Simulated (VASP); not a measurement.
Calculation: PBE GGA, VASP's PBE PAW potentials (set 64) (plane waves; VASP).

VASP input:

### POSCAR
```
V
1
   -2.3664030000     2.3664030000     1.2911380000
    2.3664030000    -2.3664030000     1.2911380000
    2.3664030000     2.3664030000    -1.2911380000
V
2
Direct
  0.7500000000   0.2500000000   0.5000000000
  0.0000000000   0.0000000000   0.0000000000
```

### INCAR
```
# general
SYSTEM =V
PREC   =Accurate
ENCUT  =400
LREAL  =.FALSE.
LASPH  =.TRUE.

# electronic loop
EDIFF  =1E-6
NELM   =100
ALGO   =Normal
LMAXMIX=4

# smearing
ISMEAR =1
SIGMA  =0.1

# functional
GGA    =PE

# spin
ISPIN  =1

# ions
ISIF   =2

# output
LWAVE  =.FALSE.
LCHARG =.FALSE.
LORBIT =10
```

### KPOINTS
```
Automatic
0
Gamma
  14 14 14
0 0 0
```

POTCAR, in this order: V_sv (PBE.64 set). Program: vasp_std.

What VASP printed:

### OUTCAR
```
 ion  position               nearest neighbor table
   1  0.750  0.250  0.500-   2 2.45   2 2.45   2 2.45   2 2.45
   2  0.000  0.000  0.000-   1 2.45   1 2.45   1 2.45   1 2.45
  LATTYP: Found a body centered tetragonal cell.
 ALAT       =     4.7328060000
 C/A-ratio  =     0.5456120534
 Subroutine PRICEL returns:
 Original cell was already a primitive cell.
 Subroutine GETGRP returns: Found 16 space group operations
The static configuration has the point symmetry D_2d.
 The point group associated with its full space group is D_4h.
The dynamic configuration has the point symmetry D_2d.
 Subroutine INISYM returns: Found 16 space group operations
 Subroutine IBZKPT returns following result:
 Found    244 irreducible k-points:

 Following reciprocal coordinates:
            Coordinates               Weight
  0.000000  0.000000  0.000000      1.000000
  0.071429 -0.000000  0.000000      8.000000
  0.142857  0.000000 -0.000000      8.000000
  0.214286 -0.000000  0.000000      8.000000
  0.285714  0.000000 -0.000000      8.000000
  0.357143  0.000000  0.000000      8.000000
  0.428571 -0.000000  0.000000      8.000000
...
```

**OSZICAR**
```
       N       E                     dE             d eps       ncg     rms          rms(c)
DAV:   1     0.254748960762E+03    0.25475E+03   -0.13784E+04  8312   0.148E+03
DAV:   2    -0.103548837626E+02   -0.26510E+03   -0.26308E+03  8351   0.496E+02
DAV:   3    -0.190642692965E+02   -0.87094E+01   -0.84953E+01 11658   0.966E+01
DAV:   4    -0.191506124606E+02   -0.86343E-01   -0.85830E-01  9444   0.103E+01
DAV:   5    -0.191517847894E+02   -0.11723E-02   -0.11720E-02 11455   0.121E+00    0.234E+01
DAV:   6    -0.170507231437E+02    0.21011E+01   -0.11062E+01  9188   0.353E+01    0.325E+00
DAV:   7    -0.170306101199E+02    0.20113E-01   -0.12502E-01 10098   0.345E+00    0.160E+00
DAV:   8    -0.170249662584E+02    0.56439E-02   -0.18867E-02 10448   0.191E+00    0.169E-01
DAV:   9    -0.170248455106E+02    0.12075E-03   -0.15031E-03 10133   0.452E-01    0.558E-02
DAV:  10    -0.170248353312E+02    0.10179E-04   -0.42357E-05 10968   0.650E-02    0.791E-03
DAV:  11    -0.170248336684E+02    0.16628E-05   -0.20980E-06  8280   0.118E-02    0.131E-03
DAV:  12    -0.170248339080E+02   -0.23959E-06   -0.12897E-07  4698   0.460E-03
   1 F= -.17024834E+02 E0= -.17025013E+02  d E =0.537970E-03
```

OUTCAR:
```
------------------------ aborting loop because EDIFF is reached ----------------------------------------
  FORCE on cell =-STRESS in cart. coord.  units (eV):
  Direction    XX          YY          ZZ          XY          YZ          ZX
  --------------------------------------------------------------------------------------
  Total       -1.1628131     -1.1628131     -0.8614657      0.0000000     -0.0000000      0.0000000
  in kB      -64.4184734    -64.4184734    -47.7241820      0.0000000     -0.0000000      0.0000000
  external PRESSURE =     -58.8537096 kB  Pullay stress =       0.0000000 kB
  volume of cell :       28.92
      direct lattice vectors                 reciprocal lattice vectors
    -2.366403000  2.366403000  1.291138000     0.000000000  0.211291145  0.387255274
     2.366403000 -2.366403000  1.291138000     0.211291145  0.000000000  0.387255274
     2.366403000  2.366403000 -1.291138000     0.211291145  0.211291145  0.000000000
 POSITION                                       TOTAL-FORCE (eV/Angst)
 -----------------------------------------------------------------------------------
      0.00000      2.36640      0.64557        -0.000000     -0.000000     -0.000000
      0.00000      0.00000      0.00000         0.000000      0.000000      0.000000
 -----------------------------------------------------------------------------------
    total drift:                                0.000000      0.000000     -0.000000
  FREE ENERGIE OF THE ION-ELECTRON SYSTEM (eV)
  ---------------------------------------------------
  free  energy   TOTEN  =       -17.0248339080 eV

  energy  without entropy=      -17.0253718776  energy(sigma->0) =      -17.02501323

 total charge

# of ion       s       p       d       tot
------------------------------------------
    1        2.330   6.180   3.157  11.666
    2        2.330   6.180   3.157  11.666
--------------------------------------------------
tot          4.659  12.360   6.314  23.333
```
(Selected blocks of OUTCAR.)

The structure was generated: V was put into the beta-Sn type (I4_1/amd), which need not be its known phase. The cell was not relaxed at this level. The run is one of a series of settings (ISPIN = 1, the spin start removed against the base run), some of them coarse on purpose. The run is not spin-polarised, so no magnetic state was tried.
